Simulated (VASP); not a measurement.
# LiTlF2: structure and properties in VASP, part 3 of 5

Aim: relax LiTlF2, then compute properties on the relaxed cell. The cell is invented: other elements were put on sites of a known structure type. It may not be a known or stable phase.

VASP 6.6.1, plane waves and PAW; the level of theory is named at each step.

So far, gap on the k-mesh (eV): step 2 (rough relaxation of the start cell) 1.82; step 3 (full relaxation (PBE)) 1.77. The relaxed cell has a = 3.330, c = 18.256 Å (conventional setting).

## Step 4: Single point with fields (PBE)

Level of this step: PBE; plane waves and PAW (Li_sv, Tl_d, F); invented cell (VASP).

A single point on the relaxed cell gives a clean self-consistent state, with density, ELF and potential written out.

The input, INCAR:

```
SYSTEM = LiTlF2
PREC = Accurate
ENCUT = 650
EDIFF = 1E-06
NELM = 100
ISMEAR = -1
SIGMA = 0.05
LREAL = .FALSE.
ALGO = Normal
GGA = PE
NBANDS = 21
LORBIT = 11
LWAVE = .FALSE.
LCHARG = .TRUE.
ISIF = 2
LELF = .TRUE.
LVHAR = .TRUE.
```

The input, POSCAR:

```
LiTlF2
1.0
    1.6648498459      0.9612015033      6.0852503773
   -1.6648498459      0.9612015033      6.0852503773
    0.0000000000     -1.9224030168      6.0852503773
Li Tl F
1 1 2
Direct
    0.0000000000      0.0000000000      0.0000000000
    0.5000000000      0.5000000000      0.5000000000
    0.2743629591      0.2743629591      0.2743629591
    0.7256370409      0.7256370409      0.7256370409
```

The input, KPOINTS:

```
Automatic mesh
0
Gamma
8 8 8
0 0 0
```

Potentials, in the order of the species: Li_sv, Tl_d and F (PBE family, release 64).

Started as:

```console
$ mpirun -np 2 vasp_std
```

Output:

```text
[banner, memory and clock lines left out]
running    2 mpi-ranks, on    1 nodes
 distrk:  each k-point on    2 cores,    1 groups
 distr:  one band on    1 cores,    2 groups

 POSCAR found type information on POSCAR LiTlF
 POSCAR found :  3 types and       4 ions
 LDA part: xc-table for (Slater+PW92), standard interpolation
|                                                                             |
|           W    W    AA    RRRRR   N    N  II  N    N   GGGG   !!!           |
|           W    W   A  A   R    R  NN   N  II  NN   N  G    G  !!!           |
|           W    W  A    A  R    R  N N  N  II  N N  N  G       !!!           |
|           W WW W  AAAAAA  RRRRR   N  N N  II  N  N N  G  GGG   !            |
|           WW  WW  A    A  R   R   N   NN  II  N   NN  G    G                |
|           W    W  A    A  R    R  N    N  II  N    N   GGGG   !!!           |
|                                                                             |
|     The number of bands has been changed from the values supplied in        |
|     The orbitals not found in the WAVECAR file will be initialized with     |
|     random numbers, which is usually adequate. For correlated               |
|     calculations, however, you should redo the groundstate calculation.     |
|     I found NBANDS = 21. Now, NBANDS = 22.                                  |
|                                                                             |

 POSCAR, INCAR and KPOINTS ok, starting setup
 FFT: planning ... GRIDC
 FFT: planning ... GRID_SOFT
 FFT: planning ... GRID
 WAVECAR not read
 entering main loop
       N       E                     dE             d eps       ncg     rms          rms(c)
DAV:   1     0.209024431672E+03    0.20902E+03   -0.17960E+04  2860   0.159E+03
DAV:   2    -0.753324195061E+01   -0.21656E+03   -0.20704E+03  3426   0.347E+02
DAV:   3    -0.184779011924E+02   -0.10945E+02   -0.10862E+02  3552   0.718E+01
DAV:   4    -0.189766706786E+02   -0.49877E+00   -0.49828E+00  4032   0.124E+01
DAV:   5    -0.189797928027E+02   -0.31221E-02   -0.31220E-02  3362   0.114E+00    0.804E+00
DAV:   6    -0.166880974196E+02    0.22917E+01   -0.75136E+00  3310   0.250E+01    0.395E+00
DAV:   7    -0.165711559542E+02    0.11694E+00   -0.45621E-01  3460   0.497E+00    0.236E+00
DAV:   8    -0.164771753023E+02    0.93981E-01   -0.28482E-01  3460   0.396E+00    0.508E-01
DAV:   9    -0.164778363238E+02   -0.66102E-03   -0.29902E-02  3226   0.975E-01    0.245E-01
DAV:  10    -0.164781083554E+02   -0.27203E-03   -0.38761E-03  3226   0.425E-01    0.605E-02
DAV:  11    -0.164780827409E+02    0.25615E-04   -0.69297E-04  3400   0.169E-01    0.266E-02
DAV:  12    -0.164781094193E+02   -0.26678E-04   -0.88002E-05  3082   0.544E-02    0.965E-03
DAV:  13    -0.164781064818E+02    0.29375E-05   -0.30082E-05  3502   0.316E-02    0.408E-03
DAV:  14    -0.164781065002E+02   -0.18438E-07   -0.26120E-06  2628   0.102E-02
   1 F= -.16478107E+02 E0= -.16478106E+02  d E =-.137415E-08
```

It took 3.3 min on 2 MPI ranks of AMD EPYC 7R43, shared host; peak memory 0.58 GiB.

From OUTCAR (step 4):

```text
  LATTYP: Found a trigonal (rhomboedric) cell.
 ALAT       =     6.3816851610
 COS(alpha) =     0.8638839346

The static configuration has the point symmetry D_3d.

 Found     65 irreducible k-points:

   k-points           NKPTS =     65   k-points in BZ     NKDIM =     65   number of bands    NBANDS=     22

   ENCUT  =  650.0 eV  47.77 Ry    6.91 a.u.  13.27 13.27 13.27*2*pi/ulx,y,z

   NELECT =      30.0000    total number of electrons

 E-fermi :   2.6939

 k-point     1 :       0.0000    0.0000    0.0000
  band No.  band energies     occupation
    ...
     11       0.0587      2.00000
     12       0.0587      2.00000
     13       0.1236      2.00000
     14       0.1741      2.00000
     15       0.1741      2.00000
     16       6.2337      0.00000
     17      10.2801      0.00000
     18      14.1041      0.00000
     19      14.1041      0.00000
     20      14.6024      0.00000
    ...

 k-point     2 :       0.1250    0.0000    0.0000
  band No.  band energies     occupation
    ...
     11      -0.3290      2.00000
     12      -0.0145      2.00000
     13       0.1142      2.00000
     14       0.1737      2.00000
     15       0.6098      2.00000
     16       6.5710      0.00000
     17      10.5428      0.00000
     18      11.9073      0.00000
     19      13.5023      0.00000
     20      14.6904      0.00000
    ...

  Total        0.0076096      0.0076096      0.0046102      0.0000000     -0.0000000      0.0000000
  in kB        0.2086660      0.2086660      0.1264185      0.0000000     -0.0000000      0.0000000
  external PRESSURE =       0.1812501 kB  Pullay stress =       0.0000000 kB

 POSITION                                       TOTAL-FORCE (eV/Angst)
 -----------------------------------------------------------------------------------
      0.00000      0.00000      0.00000        -0.000000     -0.000000      0.000000
      0.00000     -0.00000      9.12788         0.000000     -0.000000      0.000000
      0.00000     -0.00000      5.00870        -0.000000     -0.000000      0.001246
      0.00000     -0.00000     13.24705        -0.000000      0.000000     -0.001246
 -----------------------------------------------------------------------------------
    total drift:                               -0.000000     -0.000000      0.000000

  FREE ENERGIE OF THE ION-ELECTRON SYSTEM (eV)
  ---------------------------------------------------
  free  energy   TOTEN  =       -16.4781065002 eV

  energy  without entropy=      -16.4781064989  energy(sigma->0) =      -16.47810650

 total charge
# of ion       s       p       d       tot
------------------------------------------
    1        2.003   0.027   0.000   2.030
    2        1.281   0.176   9.685  11.142
    3        1.732   4.329   0.000   6.061
    4        1.732   4.329   0.000   6.061
--------------------------------------------------
tot          6.748   8.861   9.685  25.294

[... 4 parts as in an earlier step ...]

[... 6 further parts left out ...]
```

Numbers from this step:

```
SCF cycles   : 14
bands        : 22
Fermi energy : 2.694 eV
pressure     : 0.01813 GPa
```

Valence electrons inside each PAW sphere by angular momentum. Sphere charges, by row:

```
atom  s (e)  p (e)  d (e)  tot (e)
 Li1  2.003  0.027      0     2.03
 Tl2  1.281  0.176  9.685    11.14
  F3  1.732  4.329      0    6.061
  F4  1.732  4.329      0    6.061
```

Valence density in the ac plane of the conventional cell at fractional y = 0.000, with atoms of Li and Tl and F within 0.2 Å of it. It is the smooth field of the valence electrons, not physical close to the nuclei.

Values in e/Å³, 24 rows by 14 columns, each cell a mean:
```
 3  1  0  0  0  0  0  0  0  0  0  0  1  2
 0  0  0  0  0  0  0  0  0  0  0  0  0  0
 0  0  0  0  0  0  0  0  0  0  0  0  0  0
 0  0  0  0  0  0  1  1  1  0  0  0  0  0
 0  0  0  0  0  0  0  0  0  0  0  0  0  0
 2  1  1  0  0  0  0  0  0  0  0  0  1  1
11  8  3  1  0  0  0  0  0  0  0  1  4  9
 1  1  1  0  0  0  0  0  0  0  0  0  1  1
 0  0  0  0  0  0  0  0  0  0  0  0  0  0
 0  0  0  0  0  0  0  0  0  0  0  0  0  0
 1  1  0  0  0  0  0  0  0  0  0  0  1  1
 6  5  3  1  1  0  0  0  0  0  1  2  4  5
 4  4  2  1  0  0  0  0  0  0  1  1  3  4
 0  0  0  0  0  0  0  0  0  0  0  0  0  0
 0  0  0  0  0  0  0  0  0  0  0  0  0  0
 0  0  0  0  0  0  0  0  0  0  0  0  0  0
 3  2  1  0  0  0  0  0  0  0  0  0  1  3
10  7  3  1  0  0  0  0  0  0  0  1  4  8
 1  1  0  0  0  0  0  0  0  0  0  0  0  1
 0  0  0  0  0  0  1  1  1  0  0  0  0  0
 0  0  0  0  0  0  0  0  0  0  0  0  0  0
 0  0  0  0  0  0  0  0  0  0  0  0  0  0
 0  0  0  0  0  0  0  0  0  0  0  0  0  0
 5  3  1  0  0  0  0  0  0  0  0  0  1  3
```
Columns run along a (3.3 Å), rows up along c (18.3 Å), edges of the conventional cell, whose origin can differ from the input's. Atoms in or near the plane, at fractional coordinates: Li at (0.00, 0.00), Tl at (0.00, 0.50), F at (0.00, 0.27), F at (0.00, 0.73).

Electrostatic potential energy in the ac plane of the conventional cell at fractional y = 0.000, with atoms of Li and Tl and F within 0.2 Å of it. With pseudopotentials it is smooth inside the atoms' cores, unlike the true potential.

Values in eV, 24 rows by 14 columns, each cell a mean:
```
-24 -17  -5   0   3   4   5   5   5   4   2  -1  -8 -19
  2   3   3   4   5   5   5   5   5   5   4   4   3   2
  3   3   3   3   2   2   2   1   2   2   2   3   3   3
  2   2   1  -1  -2  -7 -12 -13 -11  -5  -2   0   1   2
  3   3   2   0  -1  -5  -8 -10  -8  -3  -1   1   2   3
 -9  -5   2   4   3   3   2   2   2   3   4   4   0  -6
-52 -48 -20   1   4   5   4   4   4   5   4  -2 -32 -50
 -6  -2   3   4   4   3   2   2   2   3   4   4   1  -4
  5   5   5   5   4   3   3   3   3   4   4   5   5   5
  4   4   4   5   5   5   5   4   5   5   5   5   4   4
-16 -13  -8  -2   1   3   4   4   3   2   0  -4 -10 -14
-54 -53 -49 -34 -13  -2   0   1   0  -4 -18 -40 -52 -54
-51 -49 -42 -27  -9  -1   1   2   1  -2 -14 -32 -46 -50
 -6  -5  -2   1   2   4   4   4   4   3   2   0  -3  -5
  5   5   5   5   5   5   4   4   4   5   5   5   5   5
  5   5   5   5   4   3   2   2   3   3   4   5   5   5
-18 -13  -1   4   4   3   3   2   3   4   4   3  -5 -15
-50 -45 -18   2   4   5   4   4   4   5   4  -1 -29 -47
  0   2   3   3   3   2   1   1   1   2   3   3   3   2
  3   2   1   0  -2  -7 -12 -14 -11  -5  -2   0   2   2
  2   2   1   0  -1  -5  -8  -9  -7  -3  -1   0   1   2
  3   3   4   3   3   3   3   3   3   3   3   3   4   3
  1   1   2   4   4   5   5   5   5   5   4   3   2   1
-35 -26  -9  -1   2   4   5   5   5   4   1  -2 -14 -30
```
Columns run along a (3.3 Å; values clipped at the 3rd and 97th percentile), rows up along c (18.3 Å), edges of the conventional cell, whose origin can differ from the input's. Atoms in or near the plane, at fractional coordinates: Li at (0.00, 0.00), Tl at (0.00, 0.50), F at (0.00, 0.27), F at (0.00, 0.73).

ELF in the ac plane of the conventional cell at fractional y = 0.000, with atoms of Li and Tl and F within 0.2 Å of it. It is the smooth field of the valence electrons, not physical close to the nuclei.

Ten even steps from '_' (0.01) to '@' (0.81), each cell a mean:
```
##++..__..::----::::____::**
______..::==++++==--::______
________..............______
____..::--====++====--::..__
......::--========--::......
####++--::..........::==**##
%%@@@@@@**::______--##@@@@%%
%%##**==::__________::++####
________..::------::________
________::==****++--..______
====--::............::----==
--..--====--....::--++==::..
::::--====::......--====--::
----::......::::::....::----
________::++******==..______
....______....::....____....
%%%%%%**--________..==**%%%%
%%@@@@%%++..______::**@@@@%%
++++==::....::::::....::==++
____..::--==++++++==--::..__
____..::--========----::..__
________............________
______..::==++++++==::______
@@%%::____....::....____==%%
```
Columns run along a (3.3 Å), rows up along c (18.3 Å), edges of the conventional cell, whose origin can differ from the input's. Atoms in or near the plane, at fractional coordinates: Li at (0.00, 0.00), Tl at (0.00, 0.50), F at (0.00, 0.27), F at (0.00, 0.73).

In this run the pressure is 0.02 GPa, small enough to go on.

(Part 3 of 5 ends here.)

[Lines on the potential files, build, host, timing and source positions are cut from VASP's logs without a mark.]

[Logs are printed without paths, hosts, clocks, repeated set-up lines and the standing remarks that a program may print on its own settings, such as how far it seeks lower states.]

[Hosts, paths, dates, database ids (printed as entryN), source tags and the programs' standing remarks are cut or masked in the printed files.]

[A measured line is paired with the nearest computed mode of its activity, which favours agreement.]
